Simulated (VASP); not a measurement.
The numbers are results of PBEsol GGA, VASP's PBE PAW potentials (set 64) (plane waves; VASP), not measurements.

VASP ran on this input.

File POSCAR:
```
CrB
1
    1.4456558498    -3.8873869600     0.0000000000
    1.4456558498     3.8873869600     0.0000000000
    0.0000000000    -0.0000000000     2.8936098211
Cr B
2 2
Direct
  0.8545009925   0.1454990075   0.2500000000
  0.1454990075   0.8545009925   0.7500000000
  0.5652497614   0.4347502386   0.2500000000
  0.4347502386   0.5652497614   0.7500000000
```

**KPOINTS**
```
k-points along high-symmetry lines
8
Line-mode
Reciprocal
  0.000000   0.000000   0.000000 ! GAMMA
 -0.500000   0.500000   0.000000 ! Y

 -0.500000   0.500000   0.000000 ! Y
 -0.285801   0.714199   0.000000 ! C_0

  0.285801   0.285801   0.000000 ! SIGMA_0
  0.000000   0.000000   0.000000 ! GAMMA

  0.000000   0.000000   0.000000 ! GAMMA
  0.000000   0.000000   0.500000 ! Z

  0.000000   0.000000   0.500000 ! Z
  0.285801   0.285801   0.500000 ! A_0

 -0.285801   0.714199   0.500000 ! E_0
 -0.500000   0.500000   0.500000 ! T

 -0.500000   0.500000   0.500000 ! T
 -0.500000   0.500000   0.000000 ! Y

  0.000000   0.000000   0.000000 ! GAMMA
  0.000000   0.500000   0.000000 ! S

  0.000000   0.500000   0.000000 ! S
  0.000000   0.500000   0.500000 ! R

  0.000000   0.500000   0.500000 ! R
  0.000000   0.000000   0.500000 ! Z

  0.000000   0.000000   0.500000 ! Z
 -0.500000   0.500000   0.500000 ! T
```

INCAR:
```
ALGO = Normal
EDIFF = 1E-7
ENCUT = 520
GGA = PS
ICHARG = 11
ISMEAR = 0
LASPH = .TRUE.
LCHARG = .FALSE.
LMAXMIX = 4
LORBIT = 11
LREAL = .FALSE.
LWAVE = .FALSE.
NELM = 100
PREC = Accurate
SIGMA = 0.05
SYSTEM = CrB
```

POTCAR, in this order: Cr_pv B (PBE.64 set). Program: vasp_std. Read from the step before: CHGCAR.

The run wrote:

OUTCAR:
```
 ion  position               nearest neighbor table
   1  0.855  0.145  0.250-   4 2.14   4 2.14   4 2.14   4 2.14   3 2.19   3 2.19   3 2.25   2 2.61
                             2 2.61   2 2.61   2 2.61   2 2.69   2 2.69
   2  0.145  0.855  0.750-   3 2.14   3 2.14   3 2.14   3 2.14   4 2.19   4 2.19   4 2.25   1 2.61
                             1 2.61   1 2.61   1 2.61   1 2.69   1 2.69
   3  0.565  0.435  0.250-   4 1.77   4 1.77   2 2.14   2 2.14   2 2.14   2 2.14   1 2.19   1 2.19
                             1 2.25
   4  0.435  0.565  0.750-   3 1.77   3 1.77   1 2.14   1 2.14   1 2.14   1 2.14   2 2.19   2 2.19
                             2 2.25
  LATTYP: Found a base centered orthorhombic cell.
 ALAT       =     2.8913116996
 B/A-ratio  =     2.6890127139
 C/A-ratio  =     1.0007948370
 Subroutine PRICEL returns:
 Original cell was already a primitive cell.
 Subroutine GETGRP returns: Found  8 space group operations
The static configuration has the point symmetry C_2h.
 The point group associated with its full space group is D_2h.
The dynamic configuration has the point symmetry C_2h.
 Subroutine INISYM returns: Found  8 space group operations
   k-points           NKPTS =     88   k-points in BZ     NKDIM =     88   number of bands    NBANDS=     19
   number of dos      NEDOS =    301   number of ions     NIONS =      4
   total plane-waves  NPLWV =  24576
   dimension x,y,z NGX =    32 NGY =   32 NGZ =   24
   dimension x,y,z NGXF=    64 NGYF=   64 NGZF=   48
   ions per type =               2   2
   PREC   = accura    normal or accurate (medium, high low for compatibility)
   ISTART =      0    job   : 0-new  1-cont  2-samecut
   ICHARG =     11    charge: 1-file 2-atom 10-const
   ISPIN  =      1    spin polarized calculation?
   LNONCOLLINEAR =      F non collinear calculations
   LSORBIT =      F    spin-orbit coupling
   INIWAV =      1    electr: 0-lowe 1-rand  2-diag
   ENCUT  =  520.0 eV  38.22 Ry    6.18 a.u.   7.71  7.71  5.38*2*pi/ulx,y,z
   NELM   =    100;   NELMIN=  2; NELMDL= -5     # of ELM steps
   EDIFF  = 0.1E-06   stopping-criterion for ELM
   LREAL  =      F    real-space projection
   NLSPLINE    = F    spline interpolate recip. space projectors
   LMAXMIX     =    4 max onsite mixed and CHGCAR
   VOSKOWN=      0    Vosko Wilk Nusair interpolation
...
```

### OSZICAR
```
       N       E                     dE             d eps       ncg     rms          rms(c)
DAV:   1     0.286957998125E+03    0.28696E+03   -0.18053E+04  3344   0.191E+03
DAV:   2    -0.212014773457E+02   -0.30816E+03   -0.30042E+03  3365   0.508E+02
DAV:   3    -0.358448262058E+02   -0.14643E+02   -0.13985E+02  4081   0.116E+02
DAV:   4    -0.361497590182E+02   -0.30493E+00   -0.30192E+00  3949   0.154E+01
DAV:   5    -0.361582799533E+02   -0.85209E-02   -0.85066E-02  4736   0.238E+00
DAV:   6    -0.361585371314E+02   -0.25718E-03   -0.25715E-03  4332   0.280E-01
DAV:   7    -0.361585452083E+02   -0.80768E-05   -0.80771E-05  4937   0.326E-02
DAV:   8    -0.361585452796E+02   -0.71382E-07   -0.70646E-07  3350   0.268E-03
   1 F= -.36158545E+02 E0= -.36156927E+02  d E =-.323740E-02
```

### OUTCAR
```
 val. band max:       11.0671864690   @ k =  -0.0714   0.0714   0.0000

 cond. band min:      11.0963902774   @ k =  -0.2857   0.2857   0.0000



 k-point     1 :       0.0000    0.0000    0.0000
  band No.  band energies     occupation
      1     -32.2319      2.00000
      2     -32.0410      2.00000
      3     -32.0252      2.00000
      4     -31.8902      2.00000
      5     -31.7954      2.00000
      6     -31.7719      2.00000
      7      -2.2408      2.00000
      8       3.8932      2.00000
      9       7.1649      2.00000
     10       7.4123      2.00000
     11       7.8902      2.00000
     12       7.8924      2.00000
     13       9.3228      2.00000
     14      10.4356      2.00000
     15      10.9429      1.99993
     16      11.0986      0.67493
     17      11.6293      0.00000
     18      11.9016      0.00000
     19      12.3831      0.00000

 k-point     2 :      -0.0714    0.0714    0.0000
  band No.  band energies     occupation
      1     -32.2264      2.00000
      2     -32.0385      2.00000
      3     -32.0277      2.00000
      4     -31.8877      2.00000
      5     -31.7980      2.00000
      6     -31.7780      2.00000
      7      -2.2024      2.00000
      8       3.8239      2.00000
      9       7.0660      2.00000
     10       7.5364      2.00000
     11       7.8730      2.00000
     12       7.9016      2.00000
     13       9.2949      2.00000
     14      10.4778      2.00000
     15      10.9167      2.00000
     16      11.0672      1.36133
     17      11.6581      0.00000
     18      11.8536      0.00000
     19      12.4781      0.00000

 k-point     3 :      -0.1429    0.1429    0.0000
  band No.  band energies     occupation
      1     -32.2103      2.00000
      2     -32.0341      2.00000
      3     -32.0313      2.00000
      4     -31.8813      2.00000
      5     -31.8054      2.00000
      6     -31.7958      2.00000
      7      -2.0906      2.00000
      8       3.6237      2.00000
...
```

The density is held fixed in this step, so its total energy and stress have no physical meaning.

The compound is CrB in the sg63 structure. It was relaxed first, which changed the volume by -5 %. The run is not spin-polarised, so no magnetic state was tried.
